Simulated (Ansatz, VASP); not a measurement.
# Ag (Silver): VASP beside Ansatz

Aim: how closely do two programs agree when they are given the same cell, functional and k mesh? The two relaxations start from unlike cells of this crystal (the structure described is Ansatz's start), so only their ends are compared.

Main program and level: Ansatz 0.2.0; plane waves, with VASP 6.6.1 beside it; relaxation of cell and atoms at LDA.

### 1. Starting point

It takes space group Fm-3m (No. 225, cubic). Conventional cell: a = 4.151 Å, b = 4.151 Å, c = 4.151 Å, α = 90.00°, β = 90.00°, γ = 90.00°. Nearest to Ag lie 12 Ag at 2.94 Å.

Structure file:

```
Ag
1.0
     0.00000    2.07537    2.07537
     2.07537    0.00000    2.07537
     2.07537    2.07537    0.00000
Ag
1
Direct
  0.00000 0.00000 0.00000
```

### 2. VASP: relaxation of cell and atoms, LDA

The relaxed volume is the usual yardstick between codes: in a stiff, nearly cubic crystal its relative difference is about their pressure difference at one cell divided by the bulk modulus.

Lines of VASP's logs that name or quote its potential files are left out, and so is its time.

INCAR

```
SYSTEM = Ag
PREC = Accurate
ENCUT = 500
EDIFF = 1E-07
NELM = 120
ISMEAR = 1
SIGMA = 0.2
LREAL = .FALSE.
ALGO = Normal
GGA = PW92
NBANDS = 11
LASPH = .TRUE.
LORBIT = 11
LWAVE = .FALSE.
LCHARG = .FALSE.
ISIF = 3
IBRION = 2
NSW = 80
EDIFFG = -0.005
GGA_COMPAT = .FALSE.
NELMIN = 4
```

POSCAR

```
Ag
1.0
    0.0000000000      2.0010913184      2.0010913184
    2.0010913184      0.0000000000      2.0010913184
    2.0010913184      2.0010913184      0.0000000000
Ag
1
Direct
    0.0000000000      0.0000000000      0.0000000000
```

KPOINTS

```
Automatic mesh
0
Gamma
12 12 12
0 0 0
```

The projector-augmented-wave data sets are Ag (LDA family, release 64).

On the command line:

```console
> mpirun -np 1 vasp_std
```

Numbers of over 12 decimals in the logs are rounded to 6 here.

The program printed:

```text
[banner, memory and clock lines left out]
running    1 mpi-ranks, on    1 nodes
 distrk:  each k-point on    1 cores,    1 groups
 distr:  one band on    1 cores,    1 groups

 POSCAR found type information on POSCAR Ag
 POSCAR found :  1 types and       1 ions
|                                                                             |
|               ----> ADVICE to this user running VASP <----                  |
|                                                                             |
|     You enforced a specific xc type in the INCAR file but a different       |
|     [... a line on the potential file left out ...]
|     I HOPE YOU KNOW WHAT YOU ARE DOING!                                     |
|                                                                             |

 LDA part: xc-table for (Slater(with rela. corr.)+PW92), standard interpolation
 POSCAR, INCAR and KPOINTS ok, starting setup
 FFT: planning ... GRIDC
 FFT: planning ... GRID_SOFT
 FFT: planning ... GRID
 WAVECAR not read
 entering main loop
       N       E                     dE             d eps       ncg     rms          rms(c)
DAV:   1     0.500653135833E+02    0.50065E+02   -0.55490E+03  1608   0.887E+02
DAV:   2    -0.339792532279E+01   -0.53463E+02   -0.50714E+02  1776   0.203E+02
DAV:   3    -0.409594312571E+01   -0.69802E+00   -0.69759E+00  1825   0.253E+01
DAV:   4    -0.409795274563E+01   -0.20096E-02   -0.20095E-02  1734   0.140E+00
DAV:   5    -0.409796833268E+01   -0.15587E-04   -0.15587E-04  1785   0.113E-01    0.646E+00
DAV:   6    -0.378770070204E+01    0.31027E+00   -0.12665E+00  1701   0.106E+01    0.397E+00
DAV:   7    -0.377443763790E+01    0.13263E-01   -0.11354E-02  1785   0.101E+00    0.217E+00
DAV:   8    -0.376933089312E+01    0.51067E-02   -0.93704E-04  1725   0.280E-01    0.843E-02
DAV:   9    -0.376934329273E+01   -0.12400E-04   -0.67093E-06  1785   0.214E-02    0.149E-02
DAV:  10    -0.376934282544E+01    0.46729E-06   -0.18549E-06  1746   0.118E-02    0.394E-03
DAV:  11    -0.376934280223E+01    0.23210E-07   -0.31442E-08  1070   0.148E-03
   1 F= -.37693428E+01 E0= -.37693443E+01  d E =-.376934E+01
 curvature:   0.00 expect dE= 0.000E+00 dE for cont linesearch  0.000E+00
 trial: gam= 0.00000 g(F)=  0.106E-62 g(S)=  0.649E-05 ort = 0.000E+00 (trialstep = 0.100E+01)
 search vector abs. value=  0.649E-05
 bond charge predicted
       N       E                     dE             d eps       ncg     rms          rms(c)
DAV:   1    -0.376948684904E+01   -0.14402E-03   -0.23569E-03  1689   0.529E-01    0.766E-02
DAV:   2    -0.376934740668E+01    0.13944E-03   -0.55435E-04  1680   0.225E-01    0.246E-02
DAV:   3    -0.376934426361E+01    0.31431E-05   -0.57716E-06  1806   0.216E-02    0.162E-02
DAV:   4    -0.376934334995E+01    0.91367E-06   -0.11611E-06  1689   0.814E-03    0.829E-04
DAV:   5    -0.376934335198E+01   -0.20323E-08   -0.91447E-09   951   0.894E-04
   2 F= -.37693434E+01 E0= -.37693416E+01  d E =-.549755E-06
 trial-energy change:   -0.000001  1 .order   -0.000001   -0.000006    0.000005
 step:   0.5696(harm=  0.5696)  dis= 0.00000  next Energy=    -3.769345 (dE=-0.185E-05)
 bond charge predicted
       N       E                     dE             d eps       ncg     rms          rms(c)
DAV:   1    -0.376937126318E+01   -0.27913E-04   -0.43735E-04  1674   0.228E-01    0.329E-02
DAV:   2    -0.376934540220E+01    0.25861E-04   -0.10306E-04  1674   0.970E-02    0.106E-02
DAV:   3    -0.376934482856E+01    0.57364E-06   -0.10528E-06  1794   0.922E-03    0.693E-03
DAV:   4    -0.376934466731E+01    0.16125E-06   -0.21620E-07  1680   0.350E-03    0.363E-04
DAV:   5    -0.376934466682E+01    0.48749E-09   -0.16371E-09   855   0.378E-04
   3 F= -.37693447E+01 E0= -.37693443E+01  d E =-.186460E-05
 curvature:  -0.28 expect dE=-0.225E-07 dE for cont linesearch -0.225E-07
 trial: gam= 0.00000 g(F)=  0.160E-63 g(S)=  0.789E-07 ort =-0.716E-06 (trialstep = 0.914E+00)
 search vector abs. value=  0.790E-07
 reached required accuracy - stopping structural energy minimisation
```

From OUTCAR (step 2):

```text
ion  position               nearest neighbor table
   1  0.000  0.000  0.000-

  LATTYP: Found a face centered cubic cell.
 ALAT       =     4.0021826368

 Subroutine GETGRP returns: Found 48 space group operations
 (whereof 48 operations were pure point group operations)

The static configuration has the point symmetry O_h .

 Found     72 irreducible k-points:

   k-points           NKPTS =     72   k-points in BZ     NKDIM =     72   number of bands    NBANDS=     11

   dimension x,y,z NGX =    24 NGY =   24 NGZ =   24
   dimension x,y,z NGXF=    48 NGYF=   48 NGZF=   48

   ENCUT  =  500.0 eV  36.75 Ry    6.06 a.u.   5.16  5.16  5.16*2*pi/ulx,y,z

   NELECT =      11.0000    total number of electrons

 k-points in reciprocal lattice and weights: Automatic mesh
   0.00000000  0.00000000  0.00000000       0.001
   0.08333333  0.00000000  0.00000000       0.005
   0.16666667  0.00000000  0.00000000       0.005
   0.25000000  0.00000000  0.00000000       0.005
   0.33333333  0.00000000  0.00000000       0.005
   0.41666667  0.00000000  0.00000000       0.005
   0.50000000  0.00000000  0.00000000       0.002
   0.08333333  0.08333333  0.00000000       0.003
   0.16666667  0.08333333  0.00000000       0.014
[...]
-0.33333333  0.50000000  0.16666667       0.007
  -0.25000000  0.50000000  0.25000000       0.003

 average (electrostatic) potential at core
       1 -70.4429

 E-fermi :   8.9537

 k-point     1 :       0.0000    0.0000    0.0000
  band No.  band energies     occupation
    ...
      2       4.0318      2.00000
      3       4.0318      2.00000
      4       4.0318      2.00000
      5       5.2067      2.00000
      6       5.2067      2.00000
      7      25.1799      0.00000
      8      29.0535      0.00000
      9      29.0535      0.00000
     10      29.0535      0.00000
     11      34.2309      0.00000

 k-point     2 :       0.0833    0.0000    0.0000
  band No.  band energies     occupation
    ...
      2       3.9768      2.00000
      3       4.0969      2.00000
      4       4.0969      2.00000
      5       5.1820      2.00000
      6       5.1820      2.00000
      7      25.2409      0.00000
      8      27.4757      0.00000
      9      29.1896      0.00000
     10      29.1896      0.00000
     11      34.0318      0.00000

 k-point     3 :       0.1667    0.0000    0.0000
  band No.  band energies     occupation
    ...
      2       3.9054      2.00000
      3       4.2282      2.00000
      4       4.2282      2.00000
      5       5.1730      2.00000
      6       5.1730      2.00000
      7      23.7958      0.00000
      8      26.1872      0.00000
      9      29.4631      0.00000
     10      29.4631      0.00000
     11      32.6376      0.00000

  Total       -0.0007383     -0.0007383     -0.0007383      0.0000000      0.0000000     -0.0000000
  in kB       -0.0737702     -0.0737702     -0.0737702      0.0000000      0.0000000     -0.0000000
  external PRESSURE =      -0.0737702 kB  Pullay stress =       0.0000000 kB

  energy-cutoff  :      500.00
  volume of cell :       16.04
      direct lattice vectors                 reciprocal lattice vectors
    -0.000000000  2.001459603  2.001459603    -0.249817683  0.249817683  0.249817683
     2.001459603  0.000000000  2.001459603     0.249817683 -0.249817683  0.249817683
     2.001459603  2.001459603  0.000000000     0.249817683  0.249817683 -0.249817683

 POSITION                                       TOTAL-FORCE (eV/Angst)
 -----------------------------------------------------------------------------------
     -0.00000      0.00000      0.00000         0.000000     -0.000000     -0.000000
 -----------------------------------------------------------------------------------
    total drift:                                0.000000      0.000000      0.000000

  FREE ENERGIE OF THE ION-ELECTRON SYSTEM (eV)
  ---------------------------------------------------
  free  energy   TOTEN  =        -3.7693446668 eV

  energy  without entropy=       -3.7693435389  energy(sigma->0) =       -3.76934429

 reached required accuracy - stopping structural energy minimisation

 total charge
# of ion       s       p       d       tot
------------------------------------------
    1        0.445   0.346   9.151   9.941

[... 3 further parts left out ...]
```

This run has no spin polarisation. Its electron count is odd, so without a moment it is a metal by construction.

### 3. Ansatz: relaxation of cell and atoms, LDA

Ansatz runs on its default PAW (the set named soft_2) files.

Its own start cell and the same functional (in two slightly different forms), mesh and smearing now go to Ansatz, which takes its cutoff from its data sets.

input.yaml

```yaml
crystal:
  lattice:
    - [0.0, 2.07536954, 2.07536954]
    - [2.07536954, 0.0, 2.07536954]
    - [2.07536954, 2.07536954, 0.0]
  atoms:
    - { symbol: Ag, position: [0.0, 0.0, 0.0] }
kpoints:
  mp_grid: { grid: [12, 12, 12] }
hamiltonian:
  xc: lda
scf:
  occupations: { method: methfessel_paxton, width: 0.2 }
output:
  forces: true
  stress: true
  eigenvalues: true
relax:
  adjacent_minimum: "off"
  f_tol: 0.001
  max_steps: 60
  cell: { stress_tol: 0.01 }
```

On the command line:

```console
> ansatz run input.yaml --threads 4 --pin off --max-ram 10240MiB --backend cpu --events-out ev --progress --plain --runs-dir out
```

The program printed:

```text
Engine: ansatz 0.2.0, x86_64-unknown-linux-gnu
Pseudopotentials: kind: paw
Pseudopotential: Ag, paw, valence charge 19, recommended cutoff 420 eV (normal), Ag.paw.azcp
Functional definition: SPW92
  exchange = slater_x
  correlation = pw_c
Crystal: 1 atoms, lattice volume = 17.878 Å³
Basis set: ecut = 420 eV, 339 PW (Γ)
Bands: 14, of which v1, the nominal top of the filled ones, is band 10 counted from 1 (9 counted from 0)
Symmetry: 48 space group operations
Space group: Fm-3m (ITA 225), of the structure as read, at distance tolerance 2.6e-5 Å
k-points: 72 of 1728
Non-local potential: Ag, projectors of the file, l = 0: 3, l = 1: 2, l = 2: 2, l = 3: 1
PAW form: soft (Blöchl's): semilocal exchange-correlation on the pseudo side does not see the compensation charge
PAW frozen core: Ag, regenerated for the run's functional, and the local potential with it (the file was generated under x = pbe(κ = 0.804, μ = 0.219515), c = pbe(β = 0.066725))
PAW one-centre angular grid: Ag, 590 points (default); XC on 64 Gauss nodes
Initial density: superposition of atomic densities (neutral atoms: chi_scale 0, normalization atom), corrected by the library's trained network
Initial wavefunctions: pseudopotential atomic-orbital guess
Functional: x = slater, c = lda
SCF iter   1: F=—  HF=-7458.082750 eV  |F-HF|=—  |Δ(HF+E_count)|=         —  Δρ=1.35e-2  dr2=2.81e-2  ethr=1.77e-3  ⟨swp⟩=4.1  Hψ=4733  notcnv=0
preconditioner: auto → none  [insulator: Δε(μ)=0.205 eV  Ē_g=15.573 eV  σ=0.200 eV  W_gap=0.74  n_scr=8 (ndim 8)  ℏωp=29.1 eV  f_vac=0.000  D(μ)=0.34/eV (n_scr^D=0)  ε∞_Penn≈4.5]
SCF iter   2: F=—  HF=-7458.076034 eV  |F-HF|=—  |Δ(HF+E_count)|=   6.72e-3  S|Δr|=    0.00e0  Δρ=7.18e-3  dr2=6.01e-3  ethr=1.48e-4  ⟨swp⟩=2.8  Hψ=2189  notcnv=0  defer=1
SCF iter   3: F=—  HF=-7458.074183 eV  |F-HF|=—  |Δ(HF+E_count)|=   1.85e-3  S|Δr|=    0.00e0  Δρ=2.00e-3  dr2=1.44e-4  ethr=3.16e-5  ⟨swp⟩=2.0  Hψ=1363  notcnv=0  defer=1
SCF iter   4: F=—  HF=-7458.074165 eV  |F-HF|=—  |Δ(HF+E_count)|=   1.79e-5  S|Δr|=    0.00e0  Δρ=1.04e-4  dr2=1.26e-6  ethr=7.58e-7  ⟨swp⟩=2.0  Hψ=1131  notcnv=0  defer=1
SCF iter   5: F=—  HF=-7458.074153 eV  |F-HF|=—  |Δ(HF+E_count)|=   1.21e-5  S|Δr|=    0.00e0  Δρ=1.87e-5  dr2=4.10e-8  ethr=5.26e-10  ⟨swp⟩=5.8  Hψ=4557  notcnv=0
SCF iter   6: F=-7458.074153 eV  HF=-7458.074153 eV  |F-HF|=4.63e-10  |Δ(HF+E_count)|=   8.87e-9  S|Δr|=    0.00e0  Δρ=2.39e-6  dr2=6.34e-10  ethr=2.16e-10  ⟨swp⟩=2.0  Hψ=3078  notcnv=0
SCF 1 converged in 6 iterations: F = -7458.074153 eV  dr2 = 6.34e-10
  greatest PAW one-centre occupation: 1.002 electrons in one spin orbital (limit 2), on the Ag atom at site 0 (counted from 0), in its partial waves of l = 0
relax step   1: F+E_penalty+E_count = -7458.07415274 eV  Δ(F+E_penalty+E_count) = +0.000e0 eV  max|allowed force component| = 0.000e0 eV/Å  Δτ_max = 0.0000 Å  P = -11.014 GPa  Ω = 17.878 Å³  (6 SCF iters, dr2 threshold 1.00e-7 eV, accepted)
[...]
relax step   2: F+E_penalty+E_count = -7458.13529739 eV  Δ(F+E_penalty+E_count) = -6.114e-2 eV  max|allowed force component| = 0.000e0 eV/Å  Δτ_max = 0.0000 Å  P = +6.128 GPa  Ω = 15.389 Å³  energy of the carried Pulay correction = +3.393e-4 eV  (6 SCF iters, dr2 threshold 1.00e-7 eV, accepted)
[...]
relax step   3: F+E_penalty+E_count = -7458.14583677 eV  Δ(F+E_penalty+E_count) = -1.054e-2 eV  max|allowed force component| = 0.000e0 eV/Å  Δτ_max = 0.0000 Å  P = -1.465 GPa  Ω = 16.195 Å³  energy of the carried Pulay correction = +2.240e-4 eV  (5 SCF iters, dr2 threshold 1.00e-7 eV, accepted)
[...]
relax step   4: F+E_penalty+E_count = -7458.14668638 eV  Δ(F+E_penalty+E_count) = -8.496e-4 eV  max|allowed force component| = 0.000e0 eV/Å  Δτ_max = 0.0000 Å  P = -0.008 GPa  Ω = 16.017 Å³  energy of the carried Pulay correction = +2.489e-4 eV  (4 SCF iters, dr2 threshold 1.00e-7 eV, accepted)
[...]
relax step   5: F+E_penalty+E_count = -7458.14636214 eV  Δ(F+E_penalty+E_count) = +3.242e-4 eV  max|allowed force component| = 0.000e0 eV/Å  Δτ_max = 0.0000 Å  P = -0.001 GPa  Ω = 16.017 Å³  stress off target by 5.27e-4 GPa  SCF on the basis re-selected at this cell (its energy is not comparable with the rows above)  (5 SCF iters)
basis re-selected at this cell: Δ(F+E_penalty+E_count) = +3.242e-4 eV, ΔP = +0.007 GPa vs the last step (what re-selecting the basis moved, of the pressure what is left beyond the Pulay correction that the steps carried, after the strain that the cell walked since its last selection, with what the two solves' SCF thresholds leave and, on support functions, any second-order correction that the steps lacked; it is no measure of the basis error at this ecutwfc). This SCF's stress stands 5.27e-4 GPa from its target on what of the cell is left free (relax.cell.stress_tol is 1.00e-2 GPa) and its largest allowed force component is 0.00e0 eV/Å (relax.f_tol is 1.00e-3 eV/Å): [rest of the remark cut]
SCF converged after 5 iterations
Stability not checked: this state was not tested for a lower state beside it, because cold or Methfessel-Paxton smearing, or corrected tetrahedra, fill the levels in a way that the test cannot read (fill_not_monotonic; see scf.lower_state_search)
Free energy (F): -7458.146362 eV
Harris-Foulkes:  -7458.146362 eV  (|F-HF|=1.82e-12)
Internal energy: -7458.146392 eV  (E = F + TS)
E sigma→0 (E₀):  -7458.146370 eV
Entropy (-TS):   0.000030 eV (0.030 meV/atom)
Fermi energy:    18.319980 eV
--- Per-component energies (eV) ---
  E_band       = -215.870255
  E_kinetic    = 528.340235
  E_local      = -2099.690402  (includes V_loc(G=0)·N_el)
  E_nonlocal   = 86.195451
  E_hartree    = 958.752440
  E_xc         = -184.323077
  E_vxc        = -235.445511  (∫ρ·V_xc dr)
  E_paw        = -3770.049430  (= ΣΔE_a)
  E_vpaw       = -412.775119  (= ΣTr[D̂ρ^β])
  E_aug_tail   = 0.000244  (compensation charges beyond the density's cutoff)
  E_ewald      = -2978.096661
  E_core_change = 0.724807  (= ΣΔE_core)
  E_smearing   = 0.000030  (= −TS)
  E_closure    = 0.000000  (closes the sum)
  Σ components = -7458.146362   (vs F -7458.146362, Δ=0.00e0)
--- Forces (eV/Å), atoms counted from 1 ---
  atom   1  Ag    -0.00000000     0.00000000     0.00000000
  max |Σ_I F_I| component: 5.34e-32 eV/Å
--- Stress (GPa, compression-positive) ---
       -0.000527      -0.000000      -0.000000
       -0.000000      -0.000527       0.000000
        0.000000       0.000000      -0.000527
  P = ⅓ Tr σ = -0.0005 GPa (-0.005 kbar)
--- Band table (eV; the first three rows and the last of 72) ---
  k-point 0: bands = [... 6 lower, 13.4285, 13.4285, 14.6093, 14.6093, 34.4168, 38.2807, 38.2807, 38.2807]
  k-point 1: bands = [... 6 lower, 13.4940, 13.4940, 14.5845, 14.5845, 34.4851, 36.7493, 38.4264, 38.4264]
  k-point 2: bands = [... 6 lower, 13.6259, 13.6259, 14.5755, 14.5755, 33.1191, 35.4308, 38.7286, 38.7286]
  k-point 71: bands = [... 6 lower, 13.1005, 14.6014, 15.7441, 24.5811, 24.5811, 25.6938, 27.0059, 41.5030]
--- Relaxed structure (4 steps of the walk, 4 accepted, 1 SCFs on fresh bases) ---
  F+E_penalty+E_count = -7458.14636214 eV   max|allowed force component| = 0.000e0 eV/Å   (the final SCF, on the basis selected at the relaxed cell)
  cell:  # Å, volume = 16.0173 Å³
    - [0, 2.000721, 2.000721]
    - [2.000721, 0, 2.000721]
    - [2.000721, 2.000721, 0]
  atoms:
    - { symbol: Ag, position: [0.0, 0.0, 0.0] }
```

### 4. Comparison

Known differences besides the potentials themselves: the data sets hold 19 valence electrons in Ansatz (on its default PAW (the set named soft_2) files) and 11 in VASP; the cutoff is 420 eV in Ansatz and 500 eV in VASP; VASP's log shows a relativistic correction to its local exchange, Ansatz's none; Ansatz adds a Pulay correction to the stress that steers its cell, VASP none. Total energies have different zeros and are not compared.

The two programs side by side:

| quantity | Ansatz | VASP | difference |
| --- | --- | --- | --- |
| volume (Å³) | 16.02 | 16.04 | -0.11 % |
| edge a after relaxation, in the typed setting (Å) | 2.829 | 2.830 | -0.04 % |

### 5. Summary of results

* difference in volume (relaxation of cell and atoms, LDA): -0.11 %

In words: The difference in volume is -0.11 % (relaxation of cell and atoms, LDA), within the 1.2 % picked in this series as the mark of a large difference, as far as the stopping tolerances let one tell. The data sets hold unlike numbers of valence electrons (19 in Ansatz and 11 in VASP), so part of the differences comes from the potentials. 2 further runs of this series are not shown here. How closely two codes agree says nothing of how well the functional describes the real material.

[Lines on the potential files, build, host, timing and source positions are cut from VASP's logs without a mark.]

[Logs are printed without paths, hosts, clocks, repeated set-up lines and the standing remarks that a program may print on its own settings, such as how far it seeks lower states.]

[Hosts, paths, dates, database ids (printed as entryN), source tags and the programs' standing remarks are cut or masked in the printed files.]
